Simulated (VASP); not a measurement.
An input for Quantum ESPRESSO's pw.x (written as the equivalent of a VASP run, and not itself run):

```
&CONTROL
  calculation = 'scf'
  pseudo_dir = './pseudo'
  outdir = './out'
  tprnfor = .true.
  tstress = .true.
/
&SYSTEM
  ibrav = 0
  nat = 1
  ntyp = 1
  ecutwfc = 70
  occupations = 'smearing'
  smearing = 'methfessel-paxton'
  degauss = 0.00735
  input_dft = 'pz'
/
&ELECTRONS
  conv_thr = 7.3e-09
  electron_maxstep = 100
/
ATOMIC_SPECIES
  W 183.840 W.upf
CELL_PARAMETERS angstrom
    -1.5390960    1.5390960    1.5390960
     1.5390960   -1.5390960    1.5390960
     1.5390960    1.5390960   -1.5390960
ATOMIC_POSITIONS crystal
  W    0.0000000  1.0000000  0.0000000
K_POINTS automatic
  16 16 16 0 0 0
```

**Question.** Write the VASP files for the same calculation (LDA).

**Answer.** This is not unique; one that fits is 
KPOINTS:
```
Automatic mesh
0
G
 16 16 16
0 0 0
```

### POSCAR
```
W
1
   -1.5390959930     1.5390959930     1.5390959930
    1.5390959930    -1.5390959930     1.5390959930
    1.5390959930     1.5390959930    -1.5390959930
W
1
Direct
  0.0000000000   1.0000000000   0.0000000000
```

**INCAR**
```
LREAL=F   # projection in real space or not
SIGMA=0.1
LASPH=T
ALGO=Normal   # blocked Davidson
PREC=Accurate
SYSTEM=W
LWAVE=F
ISIF=2   # forces and stress, cell fixed
NELM=100   # most electronic steps
LMAXMIX=6
ENCUT=520
EDIFF=1E-7
ISMEAR=1
LCHARG=F
```

POTCAR, in this order: W_sv (LDA.64 set). Program: vasp_std.

Limits of the translation: the potentials are each code's own (VASP's PAW set, PseudoDojo norm-conserving files in pw.x), so ENCUT and ecutwfc are chosen apart and not converted; conv_thr bounds pw.x's estimated SCF error, while EDIFF bounds the energy change between steps.

The compound is W in the bcc structure. This cell is one point of a volume scan, at 0.94 of the reference volume.
